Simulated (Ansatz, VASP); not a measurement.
**Cross-check of ZrSe3 between VASP and Ansatz**

Wanted: the spread between two codes on one cell, functional and k mesh. The cell is taken from a series of runs on this material, whose earlier steps may have relaxed, scaled, displaced or heated it; both programs get it as it stands.

Program: Ansatz 0.2.0. Level of theory: plane waves, with VASP 6.6.1 beside it; single point at r2SCAN. Results are calculated unless marked as measured.

### Step 1. The starting structure

It takes space group P2_1/m (No. 11, monoclinic). The conventional cell has a = 5.500 Å, b = 3.781 Å, c = 9.735 Å, α = 90.00°, β = 97.61°, γ = 90.00°. Nearest to Zr lie 8 Se at 2.74 to 2.91 Å. Nearest to Se lie 4 Zr at 2.74 to 2.91 Å. Nearest to Se lie 1 Se at 2.34 Å and 2 Zr at 2.76 Å. Nearest to Se lie 1 Se at 2.34 Å and 2 Zr at 2.76 Å. Farther neighbours and most contacts between anions are not listed.

As a file:

```
Zr Se
1.0
     5.50005    0.00000   -0.01118
     0.00000    3.78112    0.00000
    -1.26902    0.00000    9.65177
Zr Se
2 6
Direct
  0.28552 0.25000 0.65235
  0.71448 0.75000 0.34765
  0.76262 0.25000 0.55292
  0.23738 0.75000 0.44708
  0.46063 0.25000 0.17973
  0.53937 0.75000 0.82027
  0.88595 0.25000 0.17753
  0.11405 0.75000 0.82247
```

### Step 2. VASP: single point, r2SCAN

A single point gives forces, pressure and levels at one fixed geometry, so differences don't come from the geometry; what else differs is listed under the comparison.

Lines of VASP's logs that name or quote its potential files are left out, and so is its time.

File INCAR:

```
SYSTEM = ZrSe3
PREC = Accurate
ENCUT = 550
EDIFF = 1E-06
NELM = 120
ISMEAR = -1
SIGMA = 0.02
LREAL = .FALSE.
ALGO = Normal
METAGGA = R2SCAN
LASPH = .TRUE.
NBANDS = 38
LORBIT = 11
LWAVE = .FALSE.
LCHARG = .FALSE.
ISIF = 2
GGA_COMPAT = .FALSE.
EFERMI = MIDGAP
LMIXTAU = .TRUE.
KPAR = 2
```

File POSCAR:

```
ZrSe3
1.0
    5.5000495092      0.0000000000     -0.0111785677
    0.0000000000      3.7811203329      0.0000000000
   -1.2690214003      0.0000000000      9.6517683427
Zr Se
2 6
Direct
    0.2855244907      0.2500000000      0.6523458770
    0.7144755093      0.7500000000      0.3476541230
    0.7626226820      0.2500000000      0.5529194358
    0.2373773180      0.7500000000      0.4470805642
    0.4606321260      0.2500000000      0.1797260212
    0.5393678740      0.7500000000      0.8202739788
    0.8859519988      0.2500000000      0.1775317961
    0.1140480012      0.7500000000      0.8224682039
```

File KPOINTS:

```
Automatic mesh
0
Gamma
4 6 4
0 0 0
```

The projector-augmented-wave data sets are Zr_sv and Se (PBE family, release 64).

Started as:

```console
> mpirun -np 2 vasp_std
```

Numbers of over 12 decimals in the logs are rounded to 6 here.

The log of the run:

```text
[banner, memory and clock lines left out]
running    2 mpi-ranks, on    1 nodes
 distrk:  each k-point on    1 cores,    2 groups
 distr:  one band on    1 cores,    1 groups

 POSCAR found type information on POSCAR ZrSe
 POSCAR found :  2 types and       8 ions
|                                                                             |
|               ----> ADVICE to this user running VASP <----                  |
|                                                                             |
|     You enforced a specific xc type in the INCAR file but a different       |
|     [... a line on the potential file left out ...]
|     I HOPE YOU KNOW WHAT YOU ARE DOING!                                     |
|                                                                             |

 LDA part: xc-table for (None), standard interpolation
 POSCAR, INCAR and KPOINTS ok, starting setup
 FFT: planning ... GRIDC
 FFT: planning ... GRID_SOFT
 FFT: planning ... GRID
 WAVECAR not read
 entering main loop
       N       E                     dE             d eps       ncg     rms          rms(c)
DAV:   1     0.396859714403E+03    0.39686E+03   -0.29577E+04  3040   0.152E+03
DAV:   2    -0.112052274862E+03   -0.50891E+03   -0.49576E+03  3718   0.350E+02
DAV:   3    -0.157223237519E+03   -0.45171E+02   -0.44535E+02  4406   0.911E+01
DAV:   4    -0.161441407863E+03   -0.42182E+01   -0.42011E+01  5288   0.215E+01
DAV:   5    -0.161663051982E+03   -0.22164E+00   -0.22162E+00  4236   0.350E+00    0.214E+01
DAV:   6    -0.150513194316E+03    0.11150E+02   -0.14455E+01  4488   0.183E+01    0.856E+00
DAV:   7    -0.141611143312E+03    0.89021E+01   -0.37319E+00  3850   0.957E+00    0.285E+00
DAV:   8    -0.141112493075E+03    0.49865E+00   -0.32585E+00  4642   0.953E+00    0.233E+00
DAV:   9    -0.141000126462E+03    0.11237E+00   -0.50434E-01  3636   0.503E+00    0.112E+00
DAV:  10    -0.141210103720E+03   -0.20998E+00   -0.13639E+00  3696   0.711E+00    0.615E-01
DAV:  11    -0.141214523787E+03   -0.44201E-02   -0.55609E-02  3930   0.132E+00    0.468E-01
DAV:  12    -0.141186902588E+03    0.27621E-01   -0.28257E-02  4016   0.903E-01    0.242E-01
DAV:  13    -0.141244030623E+03   -0.57128E-01   -0.55763E-02  3346   0.136E+00    0.196E-01
DAV:  14    -0.141240607476E+03    0.34231E-02   -0.42141E-03  3704   0.448E-01    0.165E-01
DAV:  15    -0.141243591024E+03   -0.29835E-02   -0.60363E-03  3872   0.425E-01    0.515E-02
DAV:  16    -0.141243960025E+03   -0.36900E-03   -0.10067E-03  3946   0.188E-01    0.267E-02
DAV:  17    -0.141243986929E+03   -0.26904E-04   -0.78124E-05  3500   0.741E-02    0.202E-02
DAV:  18    -0.141244016622E+03   -0.29693E-04   -0.69152E-05  3894   0.560E-02    0.803E-03
DAV:  19    -0.141244050371E+03   -0.33749E-04   -0.16781E-05  3546   0.266E-02    0.277E-03
DAV:  20    -0.141244054335E+03   -0.39644E-05   -0.17527E-06  2382   0.110E-02    0.237E-03
DAV:  21    -0.141244055787E+03   -0.14516E-05   -0.13787E-06  2354   0.752E-03    0.852E-04
DAV:  22    -0.141244056117E+03   -0.32971E-06   -0.52831E-07  1976   0.401E-03
   1 F= -.14124406E+03 E0= -.14124406E+03  d E =-.335019E-10
```

OUTCAR, selected parts (step 2):

```text
ion  position               nearest neighbor table
   1  0.286  0.250  0.652-   4 2.74   4 2.74   6 2.76   6 2.76   8 2.76   8 2.76   3 2.91   3 2.91

  LATTYP: Found a simple monoclinic cell.
 ALAT       =     5.5000608691
 B/A-ratio  =     0.6874688159
 C/A-ratio  =     1.7699507384
 COS(beta)  =    -0.1323736071

 Subroutine GETGRP returns: Found  4 space group operations
 (whereof  2 operations were pure point group operations)

The static configuration has the point symmetry S_2 .
 The point group associated with its full space group is C_2h.

 Found     40 irreducible k-points:

   k-points           NKPTS =     40   k-points in BZ     NKDIM =     40   number of bands    NBANDS=     38

   dimension x,y,z NGX =    42 NGY =   30 NGZ =   80
   dimension x,y,z NGXF=    84 NGYF=   60 NGZF=  160

   ENCUT  =  550.0 eV  40.42 Ry    6.36 a.u.  10.52  7.23 18.62*2*pi/ulx,y,z

   NELECT =      60.0000    total number of electrons

 k-points in reciprocal lattice and weights: Automatic mesh
   0.00000000  0.00000000  0.00000000       0.010
   0.25000000  0.00000000 -0.00000000       0.021
   0.50000000  0.00000000 -0.00000000       0.010
   0.00000000  0.16666667  0.00000000       0.021
   0.25000000  0.16666667 -0.00000000       0.042
   0.50000000  0.16666667 -0.00000000       0.021
   0.00000000  0.33333333  0.00000000       0.021
   0.25000000  0.33333333 -0.00000000       0.042
   0.50000000  0.33333333 -0.00000000       0.021
[...]
0.25000000  0.50000000  0.50000000       0.021
   0.50000000  0.50000000  0.50000000       0.010

 average (electrostatic) potential at core
       1 -85.4753       2 -85.4753       3 -57.7044       4 -57.7044       5 -58.6231
       6 -58.6231       7 -58.6130       8 -58.6130

 E-fermi :   4.3059

 k-point     1 :       0.0000    0.0000    0.0000
  band No.  band energies     occupation
    ...
     26       3.1850      2.00000
     27       3.2906      2.00000
     28       3.3867      2.00000
     29       3.8751      2.00000
     30       3.8759      2.00000
     31       5.0342      0.00000
     32       5.3849      0.00000
     33       6.8340      0.00000
     34       7.0815      0.00000
     35       7.2537      0.00000
    ...

 k-point     2 :       0.2500    0.0000   -0.0000
  band No.  band energies     occupation
    ...
     26       2.8616      2.00000
     27       3.3623      2.00000
     28       3.4383      2.00000
     29       3.5191      2.00000
     30       3.8418      2.00000
     31       5.2124      0.00000
     32       5.4343      0.00000
     33       6.0569      0.00000
     34       6.4988      0.00000
     35       6.6098      0.00000
    ...

 k-point     3 :       0.5000    0.0000   -0.0000
  band No.  band energies     occupation
    ...
     26       2.3237      2.00000
     27       3.0505      2.00000
     28       3.3931      2.00000
     29       3.5743      2.00000
     30       3.6194      2.00000
     31       4.7359      0.00000
     32       4.9639      0.00000
     33       5.4632      0.00000
     34       5.5461      0.00000
     35       6.4155      0.00000
    ...

  Total        0.0402871      0.0181120      0.0261991      0.0000000      0.0000000     -0.0010749
  in kB        0.3216613      0.1446104      0.2091792      0.0000000      0.0000000     -0.0085823
  external PRESSURE =       0.2251503 kB  Pullay stress =       0.0000000 kB

  energy-cutoff  :      550.00
  volume of cell :      200.67
      direct lattice vectors                 reciprocal lattice vectors
     5.500049509  0.000000000 -0.011178568     0.181865145  0.000000000  0.023911759
     0.000000000  3.781120333  0.000000000     0.000000000  0.264471879  0.000000000
    -1.269021400  0.000000000  9.651768343     0.000210634  0.000000000  0.103635651

 POSITION                                       TOTAL-FORCE (eV/Angst)
 -----------------------------------------------------------------------------------
      0.74256      0.94528      6.29310        -0.000130     -0.000000     -0.001516
      3.48847      2.83584      3.34749         0.000130     -0.000000      0.001516
      3.49280      0.94528      5.32813        -0.000452     -0.000000      0.002788
      0.73823      2.83584      4.31246         0.000452     -0.000000     -0.002788
      2.30542      0.94528      1.72952        -0.012492      0.000000     -0.002931
      1.92560      2.83584      7.91107         0.012492     -0.000000      0.002931
      4.64749      0.94528      1.70359         0.011969     -0.000000     -0.002439
     -0.41646      2.83584      7.93700        -0.011969     -0.000000      0.002439
 -----------------------------------------------------------------------------------
    total drift:                                0.000000     -0.000000      0.000000

  FREE ENERGIE OF THE ION-ELECTRON SYSTEM (eV)
  ---------------------------------------------------
  free  energy   TOTEN  =      -141.2440561167 eV

  energy  without entropy=     -141.2440561167  energy(sigma->0) =     -141.24405612

 total charge
# of ion       s       p       d       tot
------------------------------------------
    1        2.141   5.991   1.454   9.586
    2        2.141   5.991   1.454   9.586
    3        1.442   2.482   0.028   3.952
    4        1.442   2.482   0.028   3.952
    5        1.484   2.340   0.048   3.873
    6        1.484   2.340   0.048   3.873
    7        1.485   2.337   0.048   3.870
    8        1.485   2.337   0.048   3.870
--------------------------------------------------
tot         13.104  26.301   3.155  42.560

[... 3 further parts left out ...]
```

The run ends at a pressure of 0.02 GPa, with forces up to 0.013 eV/Å.

### Step 3. Ansatz: single point, r2SCAN

Ansatz runs on its default PAW (the set named soft_2) files.

The same cell, functional, mesh and smearing now go to Ansatz, which takes its cutoff from its data sets.

File input.yaml:

```yaml
crystal:
  lattice:
    - [5.5000495092, 0.0, -0.0111785677]
    - [0.0, 3.7811203329, 0.0]
    - [-1.2690214003, 0.0, 9.6517683427]
  atoms:
    - { symbol: Zr, position: [0.2855244907, 0.25, 0.652345877] }
    - { symbol: Zr, position: [0.7144755093, 0.75, 0.347654123] }
    - { symbol: Se, position: [0.762622682, 0.25, 0.5529194358] }
    - { symbol: Se, position: [0.237377318, 0.75, 0.4470805642] }
    - { symbol: Se, position: [0.460632126, 0.25, 0.1797260212] }
    - { symbol: Se, position: [0.539367874, 0.75, 0.8202739788] }
    - { symbol: Se, position: [0.8859519988, 0.25, 0.1775317961] }
    - { symbol: Se, position: [0.1140480012, 0.75, 0.8224682039] }
kpoints:
  mp_grid: { grid: [4, 6, 4] }
  band_path:
    path:
      - [0.0, 0.0, 0.0]
      - [0.0, 0.5, 0.0]
      - [0.0, 0.5, 0.5]
      - [0.0, 0.0, 0.5]
      - [0.0, 0.0, 0.0]
      - [-0.5, 0.0, 0.5]
      - [-0.5, 0.5, 0.5]
      - [0.0, 0.5, 0.0]
      - [-0.5, 0.5, 0.0]
      - [-0.5, 0.0, 0.0]
      - [0.0, 0.0, 0.0]
    npoints: 10
hamiltonian:
  xc: r2scan
scf:
  occupations: { method: fermi_dirac, width: 0.02 }
  n_extra_bands: 6
output:
  eigenvalues: true
  forces: true
  stress: true
```

Started as:

```console
> ansatz run input.yaml --threads 3 --pin off --max-ram 92160MiB --backend cuda --events-out ev --progress --plain --runs-dir out --devices 1 --max-vram 13GiB
```

The log of the run:

```text
scf.n_extra_bands = 6 over 60 filled bands (N_el = 120.0): the run solves 66 bands
GPUs: using 1 of 1 available (devices: 1).
Engine: ansatz 0.2.0, x86_64-unknown-linux-gnu
Pseudopotentials: kind: paw
Pseudopotential: Zr, paw, valence charge 12, recommended cutoff 500 eV (meta_gga), Zr.paw.azcp
Pseudopotential: Se, paw, valence charge 16, recommended cutoff 500 eV (meta_gga), Se.paw.azcp
Functional definition: r2SCAN
  parameter k0 = 0.174
  parameter k1 = 0.065
  parameter a1 = 4.9479
  exchange = r2scan_x(k0 = k0, k1 = k1, a1 = a1)
  correlation = r2scan_c
device memory: the entry about to start is reckoned to put 4.9 GiB on a device that reports 30.7 GiB free (of which the cap on the GPU budget leaves the run 13.0 GiB)
GPU FFT provider: cuFFT
GPU libraries: cuBLAS 13.8.2, cuFFT 12.4.0, cuSOLVER 12.3.4
Crystal: 8 atoms, lattice volume = 200.668 Å³
Basis set: ecut = 500 eV, 5067 PW (Γ), exchange–correlation on 180×120×288 points (64 copies of the dense FFT grid, shifted against one another)
Bands: 66, of which v1, the nominal top of the filled ones, is band 60 counted from 1 (59 counted from 0)
Symmetry: 4 space group operations
Space group: P21/m (ITA 11), of the structure as read, at distance tolerance 5.9e-5 Å
k-points: 40 of 96
Non-local potential: Zr, projectors of the file, l = 0: 3, l = 1: 2, l = 2: 2, l = 3: 2
Non-local potential: Se, projectors of the file, l = 0: 2, l = 1: 2, l = 2: 3, l = 3: 1
PAW form: soft (Blöchl's): semilocal exchange-correlation on the pseudo side does not see the compensation charge
PAW frozen core: Zr, regenerated for the run's functional (the file was generated under x = pbe(κ = 0.804, μ = 0.219515), c = pbe(β = 0.066725))
PAW frozen core: Se, regenerated for the run's functional (the file was generated under x = pbe(κ = 0.804, μ = 0.219515), c = pbe(β = 0.066725))
PAW one-centre angular grid: Zr, 590 points (default); XC on 160 Gauss nodes
PAW one-centre angular grid: Se, 590 points (default); XC on 160 Gauss nodes
Initial density: superposition of atomic densities (neutral atoms: chi_scale 0, normalization atom), corrected by the library's trained network
Initial wavefunctions: pseudopotential atomic-orbital guess
GPU buffer pool allocated for 97200 grid points (all kernels)
GPU transforms: local potential: pruned to the plane-wave sphere, on 45×27×72; band sums: pruned to the plane-wave sphere, on 45×30×72
Functional: x = r2scan, c = r2scan; τ floored in thin density (d = 2e-4 eV/Å³)
SCF iter   1: F=—  HF=-41268.617344 eV  |F-HF|=—  |Δ(HF+E_count)|=         —  Δρ=9.38e-3  dr2=3.87e-1  dr2_τ=4.93e-2  ethr=1.77e-3  ⟨swp⟩=6.0  Hψ=9198  notcnv=0
preconditioner: auto → Resta (q_TF=auto, 2.504 Å⁻¹)  ε∞=5.5  [insulator: Δε(μ)=0.874 eV  Ē_g=8.220 eV  σ=0.020 eV  W_gap=1.00  n_scr=58 (ndim 8)  ℏωp=17.4 eV  f_vac=0.096  D(μ)=0.00/eV (n_scr^D=0)  ε∞_Penn≈5.5]
SCF iter   2: F=—  HF=-41268.678310 eV  |F-HF|=—  |Δ(HF+E_count)|=   6.10e-2  Δρ=3.69e-3  dr2=2.53e-2  dr2_τ=7.82e-3  ethr=3.23e-4  ⟨swp⟩=3.0  Hψ=4312  notcnv=0  defer=61
SCF iter   3: F=—  HF=-41268.685331 eV  |F-HF|=—  |Δ(HF+E_count)|=   7.02e-3  Δρ=1.80e-3  dr2=4.43e-3  dr2_τ=2.14e-4  ethr=2.11e-5  ⟨swp⟩=2.2  Hψ=5125  notcnv=0  defer=61
SCF iter   4: F=—  HF=-41268.687832 eV  |F-HF|=—  |Δ(HF+E_count)|=   2.50e-3  Δρ=4.51e-4  dr2=2.81e-4  dr2_τ=2.41e-5  ethr=3.69e-6  ⟨swp⟩=2.0  Hψ=3697  notcnv=0  defer=61
SCF iter   5: F=—  HF=-41268.687888 eV  |F-HF|=—  |Δ(HF+E_count)|=   5.68e-5  Δρ=1.30e-4  dr2=3.53e-5  dr2_τ=1.50e-6  ethr=2.34e-7  ⟨swp⟩=2.0  Hψ=4977  notcnv=0  defer=61
SCF iter   6: F=—  HF=-41268.688194 eV  |F-HF|=—  |Δ(HF+E_count)|=   3.05e-4  Δρ=3.09e-5  dr2=1.92e-6  dr2_τ=7.15e-8  ethr=2.94e-8  ⟨swp⟩=2.0  Hψ=3673  notcnv=0  defer=61
SCF iter   7: F=—  HF=-41268.688195 eV  |F-HF|=—  |Δ(HF+E_count)|=   1.45e-6  Δρ=9.54e-6  dr2=3.93e-7  dr2_τ=1.55e-8  ethr=1.60e-9  ⟨swp⟩=2.0  Hψ=4899  notcnv=0  defer=61
SCF iter   8: F=-41268.688195 eV  HF=-41268.688195 eV  |F-HF|=9.96e-9  |Δ(HF+E_count)|=   9.44e-8  Δρ=3.95e-6  dr2=4.52e-8  dr2_τ=1.38e-9  ethr=8.33e-11  ⟨swp⟩=9.0  Hψ=11248  notcnv=0
SCF 1 converged in 8 iterations: F = -41268.688195 eV  dr2 = 4.52e-8
  greatest PAW one-centre occupation: 1.000 electrons in one spin orbital (limit 2), on the Se atom at site 5 (counted from 0), in its partial waves of l = 2
device memory: the entry about to start is reckoned to put 3.1 GiB on a device that reports 30.8 GiB free (of which the cap on the GPU budget leaves the run 13.0 GiB)
NSCF: frozen V_eff on 101 k-points
SCF converged after 8 iterations
Free energy (F): -41268.688195 eV
Harris-Foulkes:  -41268.688195 eV  (|F-HF|=9.96e-9)
Internal energy: -41268.688195 eV  (E = F + TS)
E sigma→0 (E₀):  -41268.688195 eV
Fermi energy:    8.900277 eV
--- Per-component energies (eV) ---
  E_band       = -2646.926612
  E_kinetic    = 1376.609466
  E_local      = -17225.110226  (includes V_loc(G=0)·N_el)
  E_nonlocal   = -3415.146836
  E_hartree    = 8269.712219
  E_xc         = -903.651665
  E_vxc        = -1059.041361  (∫ρ·V_xc dr)
  E_paw        = -17490.940213  (= ΣΔE_a)
  E_vpaw       = 1080.750937  (= ΣTr[D̂ρ^β])
  E_aug_tail   = -0.001235  (compensation charges beyond the density's cutoff)
  E_vtau       = 55.583920  (kinetic-family band-sum trace: ∫τ·v_τ [+ j·A + Jᵃ·Aᵃ] dr)
  E_ewald      = -11869.241599
  E_core_change = -10.918105  (= ΣΔE_core)
  E_smearing   = -0.000000  (= −TS)
  E_closure    = 0.000000  (closes the sum)
  Σ components = -41268.688195   (vs F -41268.688195, Δ=0.00e0)
--- Forces (eV/Å), atoms counted from 1 ---
  atom   1  Zr     0.00005311    -0.00000000    -0.00150161
  atom   2  Zr    -0.00005311     0.00000000     0.00150161
  atom   3  Se    -0.00034599     0.00000000    -0.00144359
  atom   4  Se     0.00034599    -0.00000000     0.00144359
  atom   5  Se    -0.00059491    -0.00000000    -0.00050033
  atom   6  Se     0.00059491     0.00000000     0.00050033
  atom   7  Se     0.00061187     0.00000000    -0.00029282
  atom   8  Se    -0.00061187    -0.00000000     0.00029282
  max |Σ_I F_I| component: 0.00e0 eV/Å
--- Stress (GPa, compression-positive) ---
        0.007278      -0.000000      -0.001486
       -0.000000      -0.002422       0.000000
       -0.001486       0.000000       0.002916
  P = ⅓ Tr σ = 0.0026 GPa (0.026 kbar)
--- Band table (eV; the first three rows and the last of 40) ---
  k-point 0: bands = [... 56 lower, 7.8801, 7.9762, 8.4642, 8.4654, 9.6231, 9.9737, 11.4214, 11.6673, ... 2 higher]
  k-point 1: bands = [... 56 lower, 7.8829, 7.9729, 8.4363, 8.4547, 9.5346, 10.0782, 11.4214, 11.6542, ... 2 higher]
  k-point 2: bands = [... 56 lower, 7.8862, 7.9692, 8.4070, 8.4486, 9.4876, 10.1408, 11.4133, 11.6592, ... 2 higher]
  k-point 39: bands = [... 56 lower, 6.8632, 6.8632, 7.1760, 7.1760, 9.5992, 9.5992, 11.3911, 11.3911, ... 2 higher]
```

The column dr2 measures how far the density is from self-consistency, as an energy; F and HF (Harris–Foulkes) agree once it is small.

### Step 4. Side by side

Known differences besides the potentials themselves: VASP keeps PBE cores, Ansatz makes them for the functional; the data sets hold 120 valence electrons in Ansatz (on its default PAW (the set named soft_2) files) and 60 in VASP; the cutoff is 500 eV in Ansatz and 550 eV in VASP. Total energies have different zeros and are not compared.

Compared:

| quantity | Ansatz | VASP | difference |
| --- | --- | --- | --- |
| pressure (GPa) | 0.00 | 0.02 | -0.02 |
| gap on the k mesh (eV) | 0.860 | 0.860 | 0.000 |

At this near-relaxed geometry the largest component of a force difference is 12 meV/Å. A gap on the mesh is an upper bound, since the band edges may lie between its points.

### Step 5. Results

```yaml
difference_in_gap_on_the_k_mesh_single_point_r2scan: -1.5e-4 eV
```

**Reading.** The difference in gap on the k mesh is -1.5e-4 eV (single point, r2SCAN), within the 0.08 eV picked in this series as the mark of a large difference. The data sets hold unlike numbers of valence electrons (120 in Ansatz and 60 in VASP), so part of the differences comes from the potentials. How closely two codes agree says nothing of how well the functional describes the real material.

[Lines on the potential files, build, host, timing and source positions are cut from VASP's logs without a mark.]

[Logs are printed without paths, hosts, clocks, repeated set-up lines and the standing remarks that a program may print on its own settings, such as how far it seeks lower states.]

[Hosts, paths, dates, database ids (printed as entryN), source tags and the programs' standing remarks are cut or masked in the printed files.]
